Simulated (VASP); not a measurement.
OSZICAR of a VASP run on RuAl (CsCl type):

**OSZICAR**
```
       N       E                     dE             d eps       ncg     rms          rms(c)
DAV:   1     0.106784453046E+03    0.10678E+03   -0.89667E+03  1360   0.125E+03
DAV:   2    -0.141936319032E+02   -0.12098E+03   -0.11663E+03  1504   0.338E+02
DAV:   3    -0.162801880845E+02   -0.20866E+01   -0.20422E+01  1556   0.460E+01
DAV:   4    -0.163018955650E+02   -0.21707E-01   -0.21551E-01  1560   0.472E+00
DAV:   5    -0.163024840417E+02   -0.58848E-03   -0.58846E-03  1700   0.639E-01    0.132E+01
DAV:   6    -0.156104458432E+02    0.69204E+00   -0.42617E+00  1408   0.235E+01    0.244E+00
DAV:   7    -0.155275319641E+02    0.82914E-01   -0.31883E-01  1408   0.675E+00    0.207E+00
DAV:   8    -0.155077588091E+02    0.19773E-01   -0.20335E-02  1480   0.128E+00    0.229E-01
DAV:   9    -0.155075566897E+02    0.20212E-03   -0.31584E-04  1568   0.153E-01    0.143E-01
DAV:  10    -0.155075461985E+02    0.10491E-04   -0.34822E-05  1768   0.775E-02    0.105E-02
DAV:  11    -0.155075449037E+02    0.12947E-05   -0.25425E-06  1280   0.212E-02    0.604E-03
DAV:  12    -0.155075444642E+02    0.43953E-06   -0.87664E-08   712   0.342E-03
   1 F= -.15507544E+02 E0= -.15507166E+02  d E =-.155075E+02
       N       E                     dE             d eps       ncg     rms          rms(c)
DAV:   1    -0.159235116000E+02   -0.41597E+00   -0.63517E+00  1380   0.356E+01    0.653E+00
DAV:   2    -0.155340076763E+02    0.38950E+00   -0.23761E+00  1396   0.185E+01    0.231E+00
DAV:   3    -0.155028313018E+02    0.31176E-01   -0.11395E-01  1392   0.401E+00    0.667E-01
DAV:   4    -0.155022224293E+02    0.60887E-03   -0.11815E-02  1380   0.885E-01    0.157E-01
DAV:   5    -0.155022877513E+02   -0.65322E-04   -0.14207E-04  1616   0.110E-01    0.101E-01
DAV:   6    -0.155023416947E+02   -0.53943E-04   -0.50949E-05  1472   0.601E-02    0.108E-02
DAV:   7    -0.155023421546E+02   -0.45994E-06   -0.13730E-06  1324   0.115E-02
   2 F= -.15502342E+02 E0= -.15501951E+02  d E =0.520231E-02
       N       E                     dE             d eps       ncg     rms          rms(c)
DAV:   1    -0.156741173899E+02   -0.17178E+00   -0.24420E+00  1372   0.224E+01    0.349E+00
DAV:   2    -0.155272993487E+02    0.14682E+00   -0.99401E-01  1408   0.119E+01    0.125E+00
DAV:   3    -0.155108955535E+02    0.16404E-01   -0.53667E-02  1404   0.272E+00    0.258E-01
DAV:   4    -0.155107548482E+02    0.14071E-03   -0.43486E-03  1396   0.461E-01    0.638E-02
DAV:   5    -0.155107891252E+02   -0.34277E-04   -0.16449E-04  1604   0.147E-01    0.489E-02
DAV:   6    -0.155108049441E+02   -0.15819E-04   -0.23905E-05  1504   0.516E-02    0.849E-03
DAV:   7    -0.155108049403E+02    0.37214E-08   -0.17410E-06  1336   0.128E-02
   3 F= -.15510805E+02 E0= -.15510422E+02  d E =-.326048E-02
```

### Question
Which electronic solver shows in the log?

### Answer
It is blocked Davidson (ALGO = Normal, or the opening steps of other solvers). The INCAR had ALGO = Normal.

### Question
Can the final energy be trusted as converged?

### Answer
The calculation finished and met its thresholds. It stopped with EDIFF = 1E-6, NELM = 100, NSW = 60 and EDIFFG = -0.01 after 3 ionic steps (PBEsol GGA, plane waves, VASP's PBE PAW potentials (set 64)).

The compound is RuAl in the CsCl type structure. This run relaxes it. Symmetry was kept, so distortions that lower it aren't found. The electron count is odd and the run is not spin-polarised, which forces a metal.
